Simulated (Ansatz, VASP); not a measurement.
## Two plane-wave programs on HfSnSe4

```
Hf Sn Se
1.0
     4.87723    0.00000    0.00000
    -2.43861    4.22380    0.00000
     0.00000    0.00000   10.35088
Hf Sn Se
1 1 4
Direct
  0.00000 0.00000 0.00000
  0.00000 0.00000 0.50000
  0.00000 0.00000 0.74354
  0.00000 0.00000 0.25646
  0.33333 0.66667 0.00000
  0.66667 0.33333 0.00000
```

Alike in both runs: functional PBE; k mesh 6 × 6 × 2; occupations gaussian, width 0.1 eV; no spin polarisation.

Ansatz relaxed the structure, and its values are those at the end. VASP's run is a single point on that final structure, the one shown.

```csv
,VASP,Ansatz
version,VASP 6.6.1,Ansatz 0.2.0
potentials or method,"VASP PAW PBE potentials, release 64 (Hf_pv, Sn_d, Se)","scalar-relativistic, plane waves, PAW"
plane-wave cutoff (eV),520,420
valence electrons in the cell,48,104
```

|  | VASP | Ansatz | Ansatz less VASP |
| --- | --- | --- | --- |
| gap on the k mesh at the Fermi level (eV) | none | none | - |
| pressure (GPa) | -0.1 | 0.0 | +0.11 |
| rms of the force components (eV/Å) | 0.011 | 0.003 | -0.0079 |

A gap of «none» marks a metal or a gap that the smearing closes. The functional is the same, so the differences come from potentials, cutoffs and numerics. The two sets of potentials don't hold the same shells in valence.

The runs have no spin-orbit coupling, so splittings on Hf are missing.
